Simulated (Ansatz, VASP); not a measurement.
# Cross-check of C ((8,0) graphene nanotube bundle) between VASP and Ansatz

Aim: how closely do two programs agree when they are given the same cell, functional and k mesh? Of the first pair: The structure shown is the start of the Ansatz relaxation below; VASP solves that cell, so the two are compared at the walk's first step.

Program: Ansatz 0.2.0. Level of theory: plane waves, with VASP 6.6.1 beside it; single point at PBE with D4. Results are calculated unless marked as measured.

## Step 1: Set-up

The cell holds 64 atoms: 64 C. Its edges and angles: a = 9.564 Å, b = 9.564 Å, c = 8.522 Å, α = 90.0°, β = 90.0°, γ = 120.0°. It derives from C (graphene). As first built, before any earlier steps moved the atoms (in the runner's words): graphene sheet (a = 2.46 A) rolled into an (8,0) tube of diameter 6.26 A, 2 periods, hexagonal bundle with 3.3 A between walls; every coordinate displaced by a Gaussian of 0.03 A. The structure's axis is c.

## Step 2: Ansatz: relaxation, PBE with D4

Ansatz runs on its default PAW (the set named soft_2) files.

The two programs are compared at the cell with which this relaxation starts, whose forces are those of its first step.

input.yaml

```yaml
crystal:
  lattice:
    - [9.56434, 0.0, 0.0]
    - [-4.78217, 8.28296, 0.0]
    - [0.0, 0.0, 8.52169]
  atoms:
    - { symbol: C, position: [0.32989, 0.00214, 0.16763] }
    - { symbol: C, position: [0.37196, 0.13834, 0.07645] }
    - { symbol: C, position: [0.372, 0.26594, 0.16499] }
    - { symbol: C, position: [0.29776, 0.34824, 0.07923] }
    - { symbol: C, position: [0.37327, 0.14929, 0.42079] }
    - { symbol: C, position: [0.36458, 0.26841, 0.33531] }
    - { symbol: C, position: [0.18914, 0.37689, 0.17225] }
    - { symbol: C, position: [0.05493, 0.35056, 0.08366] }
    - { symbol: C, position: [0.29598, 0.34861, 0.42169] }
    - { symbol: C, position: [0.18537, 0.3728, 0.33353] }
    - { symbol: C, position: [0.89832, 0.26081, 0.16479] }
    - { symbol: C, position: [0.76595, 0.14247, 0.08556] }
    - { symbol: C, position: [0.04615, 0.35063, 0.41886] }
    - { symbol: C, position: [0.90396, 0.27095, 0.32842] }
    - { symbol: C, position: [0.6794, 0.00378, 0.16413] }
    - { symbol: C, position: [0.62351, 0.85599, 0.08367] }
    - { symbol: C, position: [0.76806, 0.1402, 0.4166] }
    - { symbol: C, position: [0.67872, 0.00331, 0.33809] }
    - { symbol: C, position: [0.64227, 0.73408, 0.17088] }
    - { symbol: C, position: [0.70236, 0.65136, 0.08473] }
    - { symbol: C, position: [0.62722, 0.85609, 0.41254] }
    - { symbol: C, position: [0.63476, 0.73606, 0.33053] }
    - { symbol: C, position: [0.81611, 0.62867, 0.1734] }
    - { symbol: C, position: [0.95041, 0.6453, 0.08147] }
    - { symbol: C, position: [0.70367, 0.65275, 0.41816] }
    - { symbol: C, position: [0.81603, 0.6253, 0.33373] }
    - { symbol: C, position: [0.10048, 0.73276, 0.16692] }
    - { symbol: C, position: [0.23391, 0.86164, 0.08348] }
    - { symbol: C, position: [0.95449, 0.65539, 0.41611] }
    - { symbol: C, position: [0.09789, 0.7385, 0.33661] }
    - { symbol: C, position: [0.22978, 0.85812, 0.41421] }
    - { symbol: C, position: [0.32764, 0.99962, 0.33049] }
    - { symbol: C, position: [0.32945, 0.00143, 0.66312] }
    - { symbol: C, position: [0.37588, 0.14271, 0.58713] }
    - { symbol: C, position: [0.36327, 0.2642, 0.66341] }
    - { symbol: C, position: [0.30348, 0.34826, 0.57965] }
    - { symbol: C, position: [0.37807, 0.14485, 0.91842] }
    - { symbol: C, position: [0.36676, 0.26559, 0.83852] }
    - { symbol: C, position: [0.19127, 0.37836, 0.66648] }
    - { symbol: C, position: [0.05174, 0.35142, 0.58118] }
    - { symbol: C, position: [0.30128, 0.3485, 0.91669] }
    - { symbol: C, position: [0.19036, 0.38184, 0.83582] }
    - { symbol: C, position: [0.90144, 0.27214, 0.66861] }
    - { symbol: C, position: [0.76657, 0.14547, 0.58072] }
    - { symbol: C, position: [0.06104, 0.35583, 0.9166] }
    - { symbol: C, position: [0.89739, 0.26678, 0.83566] }
    - { symbol: C, position: [0.67407, 6.0e-05, 0.66857] }
    - { symbol: C, position: [0.62717, 0.85202, 0.58552] }
    - { symbol: C, position: [0.76764, 0.14024, 0.91191] }
    - { symbol: C, position: [0.68161, 0.00941, 0.83678] }
    - { symbol: C, position: [0.63999, 0.73862, 0.66686] }
    - { symbol: C, position: [0.70131, 0.65362, 0.58341] }
    - { symbol: C, position: [0.6282, 0.85202, 0.91539] }
    - { symbol: C, position: [0.63212, 0.73184, 0.83258] }
    - { symbol: C, position: [0.80913, 0.62388, 0.67258] }
    - { symbol: C, position: [0.9527, 0.64304, 0.57971] }
    - { symbol: C, position: [0.7044, 0.65257, 0.91582] }
    - { symbol: C, position: [0.81183, 0.62814, 0.83082] }
    - { symbol: C, position: [0.09809, 0.73195, 0.66461] }
    - { symbol: C, position: [0.23169, 0.85578, 0.58395] }
    - { symbol: C, position: [0.94294, 0.64737, 0.91962] }
    - { symbol: C, position: [0.09627, 0.73908, 0.83159] }
    - { symbol: C, position: [0.23108, 0.85689, 0.92138] }
    - { symbol: C, position: [0.32293, 0.004, 0.83505] }
kpoints:
  mp_grid: { grid: [2, 2, 2] }
hamiltonian:
  xc: pbe
  dispersion: d4
scf:
  occupations: { method: gaussian, width: 0.05 }
output:
  forces: true
relax:
  f_tol: 0.05
  max_steps: 150
  cell: {}
```

On the command line:

```
ansatz run input.yaml --threads 4 --pin off --max-ram 8192MiB --backend cpu --events-out ev --progress --plain --runs-dir out
```

Numbers of over 12 decimals in the logs are rounded to 6 here.

Output:

```text
Engine: ansatz 0.2.0, aarch64-unknown-linux-gnu
Pseudopotentials: kind: paw
Pseudopotential: C, paw, valence charge 4, recommended cutoff 420 eV (normal), C.paw.azcp
Functional definition: PBE
  parameter kappa = 0.804
  parameter beta = 0.066725
  exchange = pbe_x(kappa = kappa, mu = beta*pi^2/3)
  correlation = pbe_c(beta = beta)
Crystal: 64 atoms, lattice volume = 675.097 Å³
Basis set: ecut = 420 eV, 13193 PW (Γ), exchange–correlation on 128×128×120 points (8 copies of the dense FFT grid, shifted against one another)
Bands: 192, of which v1, the nominal top of the filled ones, is band 128 counted from 1 (127 counted from 0)
Symmetry: 1 space group operations
Space group: P1 (ITA 1), of the structure as read, at distance tolerance 8.8e-5 Å
k-points: 8
Non-local potential: C, projectors of the file, l = 0: 2, l = 1: 2, l = 2: 1
PAW form: soft (Blöchl's): semilocal exchange-correlation on the pseudo side does not see the compensation charge
PAW one-centre angular grid: C, 110 points (default); XC on 64 Gauss nodes
Initial density: superposition of atomic densities (neutral atoms: chi_scale 0, normalization atom), corrected by the library's trained network
Initial wavefunctions: pseudopotential atomic-orbital guess
Functional: x = pbe(κ = 0.804, μ = 0.219515), c = pbe(β = 0.066725)
SCF iter   1: F=—  HF=-16051.444878 eV  |F-HF|=—  |Δ(HF+E_count)|=         —  Δρ=4.87e-3  dr2=1.06e-1  ethr=1.77e-3  ⟨swp⟩=10.8  Hψ=8845  notcnv=0  defer=281
preconditioner: auto → LDOS  [insulator: Δε(μ)=0.075 eV  Ē_g=14.980 eV  σ=0.050 eV  W_gap=0.71  n_scr=138 (ndim 8)  ℏωp=22.9 eV  f_vac=0.192  D(μ)=3.32/eV (n_scr^D=8)  ε∞_Penn≈3.3  β→1.0]
SCF iter   2: F=—  HF=-16051.515509 eV  |F-HF|=—  |Δ(HF+E_count)|=   7.06e-2  Δρ=1.68e-3  dr2=3.41e-2  ethr=4.15e-5  ⟨swp⟩=2.1  Hψ=2694  notcnv=0  defer=455
SCF iter   3: F=—  HF=-16051.510091 eV  |F-HF|=—  |Δ(HF+E_count)|=   5.42e-3  Δρ=9.31e-4  dr2=1.13e-2  ethr=1.33e-5  ⟨swp⟩=2.0  Hψ=2021  notcnv=0  defer=455
SCF iter   4: F=—  HF=-16051.507716 eV  |F-HF|=—  |Δ(HF+E_count)|=   2.38e-3  Δρ=2.89e-4  dr2=9.92e-4  ethr=4.41e-6  ⟨swp⟩=2.0  Hψ=1743  notcnv=0  defer=455
SCF iter   5: F=—  HF=-16051.507481 eV  |F-HF|=—  |Δ(HF+E_count)|=   2.35e-4  Δρ=5.86e-5  dr2=3.80e-5  ethr=3.88e-7  ⟨swp⟩=2.0  Hψ=1798  notcnv=0  defer=455
SCF iter   6: F=—  HF=-16051.507910 eV  |F-HF|=—  |Δ(HF+E_count)|=   4.29e-4  Δρ=1.30e-5  dr2=1.65e-6  ethr=1.48e-8  ⟨swp⟩=2.0  Hψ=2237  notcnv=0  defer=455
SCF iter   7: F=-16051.507910 eV  HF=-16051.507910 eV  |F-HF|=1.83e-9  |Δ(HF+E_count)|=   4.98e-8  Δρ=3.27e-6  dr2=5.49e-8  ethr=3.91e-11  ⟨swp⟩=3.0  Hψ=5589  notcnv=0
SCF 1 converged in 7 iterations: F = -16051.507910 eV  dr2 = 5.49e-8
  greatest PAW one-centre occupation: 0.697 electrons in one spin orbital (limit 2), on the C atom at site 48 (counted from 0), in its partial waves of l = 0
relax step   1: F+E_penalty+E_count = -16051.50790988 eV  Δ(F+E_penalty+E_count) = +0.000e0 eV  max|allowed force component| = 8.291e0 eV/Å  Δτ_max = 0.0000 Å  P = +7.003 GPa  Ω = 675.097 Å³  (7 SCF iters, dr2 threshold 1.00e-7 eV, accepted)
Crystal: 64 atoms, lattice volume = 646.418 Å³
Basis set: ecut = 420 eV, 12653 PW (Γ), exchange–correlation on 128×128×120 points (8 copies of the dense FFT grid, shifted against one another)
Initial density: handed on by an earlier stage of this run
Initial wavefunctions: those handed on with the density
iter 1 solved again at ethr=3.03e-3 eV; its pass at ethr=3.10e-3 eV (dr2=7.75e0 eV) is discarded
SCF iter   1: F=—  HF=-16057.611385 eV  |F-HF|=—  |Δ(HF+E_count)|=         —  Δρ=3.96e-2  dr2=7.79e0  ethr=3.03e-3  ⟨swp⟩=5.5  Hψ=7864  notcnv=0  defer=1
preconditioner: auto → LDOS  [metal: Δε(μ)=0.033 eV  Ē_g=14.905 eV  σ=0.050 eV  W_gap=0.36  n_scr=136 (ndim 8)  ℏωp=23.4 eV  f_vac=0.155  D(μ)=6.28/eV (n_scr^D=20)  β→1.0]
SCF iter   2: F=—  HF=-16057.935152 eV  |F-HF|=—  |Δ(HF+E_count)|=   3.24e-1  Δρ=2.19e-2  dr2=8.87e0  ethr=3.03e-3  ⟨swp⟩=4.0  Hψ=3574  notcnv=0  defer=282
preconditioner: auto → Resta (q_TF=auto, 2.338 Å⁻¹)  ε∞=3.4  [insulator: Δε(μ)=0.159 eV  Ē_g=14.987 eV  σ=0.050 eV  W_gap=0.98  n_scr=136 (ndim 8)  ℏωp=23.4 eV  f_vac=0.160  D(μ)=0.49/eV (n_scr^D=0)  ε∞_Penn≈3.4  β→0.5]
SCF iter   3: F=—  HF=-16055.325482 eV  |F-HF|=—  |Δ(HF+E_count)|=    2.61e0  Δρ=6.42e-3  dr2=1.89e-1  ethr=3.03e-3  ⟨swp⟩=2.6  Hψ=2108  notcnv=0  defer=455
SCF iter   4: F=—  HF=-16055.296532 eV  |F-HF|=—  |Δ(HF+E_count)|=   2.89e-2  Δρ=1.18e-3  dr2=1.50e-2  ethr=7.40e-5  ⟨swp⟩=2.1  Hψ=2129  notcnv=0  defer=459
SCF iter   5: F=—  HF=-16055.294399 eV  |F-HF|=—  |Δ(HF+E_count)|=   2.13e-3  Δρ=3.90e-4  dr2=1.91e-3  ethr=5.87e-6  ⟨swp⟩=2.0  Hψ=1778  notcnv=0  defer=459
SCF iter   6: F=—  HF=-16055.295288 eV  |F-HF|=—  |Δ(HF+E_count)|=   8.89e-4  Δρ=2.63e-4  dr2=1.12e-3  ethr=7.48e-7  ⟨swp⟩=2.5  Hψ=2264  notcnv=0  defer=459
[...]
atom  11  C     -0.00158010     0.00131660     0.00355232
  atom  12  C     -0.00113459    -0.00083096    -0.00209464
  atom  13  C     -0.00361311    -0.00368178    -0.00659132
  atom  14  C      0.00306770     0.00392437    -0.00550262
  atom  15  C      0.00090309     0.00248118     0.00240740
  atom  16  C     -0.00382361    -0.00246797    -0.01003814
  atom  17  C     -0.00196001    -0.00067840     0.00556072
  atom  18  C      0.00166134     0.00190552    -0.00286340
  atom  19  C      0.00819209    -0.00542270    -0.00755068
  atom  20  C     -0.00524490     0.00702494     0.01257625
  atom  21  C     -0.00601791    -0.00215449     0.00807524
  atom  22  C      0.00678877    -0.00084528     0.00620777
  atom  23  C     -0.00084185    -0.00527283     0.00372172
  atom  24  C      0.00360387     0.00240737    -0.00122394
  atom  25  C     -0.00230734     0.00476229    -0.00939183
  atom  26  C     -0.00306793    -0.00370336    -0.00481858
  atom  27  C     -0.00312260     0.00254824    -0.00539391
  atom  28  C      0.00134807    -0.00280457    -0.00176669
  atom  29  C      0.00401316     0.00083452     0.00294539
  atom  30  C     -0.00406327    -0.00034588     0.00407904
  atom  31  C      0.00104239    -0.00246541     0.00100331
  atom  32  C      0.00126130    -0.00175535    -0.00173841
  atom  33  C      0.00042503    -0.00103780     0.00592840
  atom  34  C      0.00146521     0.00267894    -0.00378848
[...]
atom  57  C     -0.00417696     0.00396415    -0.01306502
  atom  58  C      0.00198637    -0.00299166    -0.00396308
  atom  59  C     -0.00355532     0.00052273     0.00174556
  atom  60  C      0.00054832    -0.00268718    -0.00362085
  atom  61  C      0.00367326     0.00121756     0.00111059
  atom  62  C     -0.00203321     0.00014541     0.00367895
  atom  63  C      0.00038787    -0.00235304     0.00081971
  atom  64  C      0.00185265    -0.00122248    -0.00689043
  max |Σ_I F_I| component: 1.89e-6 eV/Å
--- Stress (GPa, compression-positive) ---
        0.010218      -0.002987      -0.004474
       -0.002987      -0.029201       0.002095
       -0.004474       0.002095       0.015457
  P = ⅓ Tr σ = -0.0012 GPa (-0.012 kbar)
--- Relaxed structure (8 steps of the walk, 8 accepted, 2 SCFs on fresh bases) ---
  F+E_penalty+E_count = -16056.20870453 eV   max|allowed force component| = 1.317e-2 eV/Å   (the final SCF, on the basis selected at the relaxed cell)
  cell:  # Å, volume = 666.3737 Å³
    - [9.716251, 0.00310285, -0.00909161]
    - [-4.855438, 8.047582, 0.014020]
    - [-0.0081005, 0.00974717, 8.520616]
  atoms:
    - { symbol: C, position: [0.331776, 0.000515269, 0.167881] }
    - { symbol: C, position: [0.381913, 0.151464, 0.083638] }
    - { symbol: C, position: [0.372240, 0.277973, 0.167034] }
    - { symbol: C, position: [0.306212, 0.360866, 0.082929] }
    - { symbol: C, position: [0.381914, 0.151466, 0.417558] }
    - { symbol: C, position: [0.372231, 0.277981, 0.333304] }
    - { symbol: C, position: [0.195903, 0.390332, 0.166280] }
    - { symbol: C, position: [0.056218, 0.361104, 0.082371] }
    - { symbol: C, position: [0.306210, 0.360876, 0.416567] }
    - { symbol: C, position: [0.195888, 0.390331, 0.332531] }
    - { symbol: C, position: [0.907397, 0.278336, 0.166015] }
    - { symbol: C, position: [0.771237, 0.151998, 0.082318] }
    - { symbol: C, position: [0.056219, 0.361109, 0.416034] }
    - { symbol: C, position: [0.907378, 0.278334, 0.332300] }
    - { symbol: C, position: [0.670357, 0.00110755, 0.166460] }
    - { symbol: C, position: [0.620220, 0.850177, 0.082989] }
    - { symbol: C, position: [0.771223, 0.151993, 0.416222] }
    - { symbol: C, position: [0.670352, 0.00110302, 0.332635] }
    - { symbol: C, position: [0.629742, 0.723593, 0.167255] }
    - { symbol: C, position: [0.695780, 0.640676, 0.083949] }
    - { symbol: C, position: [0.620238, 0.850178, 0.416886] }
    - { symbol: C, position: [0.629739, 0.723577, 0.333495] }
    - { symbol: C, position: [0.806264, 0.611470, 0.167974] }
    - { symbol: C, position: [0.945907, 0.640664, 0.084518] }
[...]
- { symbol: C, position: [0.695773, 0.640674, 0.917635] }
    - { symbol: C, position: [0.806239, 0.611448, 0.834277] }
    - { symbol: C, position: [0.094757, 0.723307, 0.668241] }
    - { symbol: C, position: [0.230922, 0.849662, 0.584304] }
    - { symbol: C, position: [0.945902, 0.640685, 0.918140] }
    - { symbol: C, position: [0.094741, 0.723311, 0.834498] }
    - { symbol: C, position: [0.230909, 0.849649, 0.918222] }
    - { symbol: C, position: [0.331767, 0.000531893, 0.834082] }
```

In the SCF lines HF is the Harris–Foulkes energy and dr2 the Hartree energy of the density residual, in eV; the loop may stop once dr2 is under the threshold and the program's other checks hold. Hψ counts applications of the Hamiltonian.

[end of part 1 of 3]

[Lines on the potential files, build, host, timing and source positions are cut from VASP's logs without a mark.]

[Logs are printed without paths, hosts, clocks, repeated set-up lines and the standing remarks that a program may print on its own settings, such as how far it seeks lower states.]

[Hosts, paths, dates, database ids (printed as entryN), source tags and the programs' standing remarks are cut or masked in the printed files.]
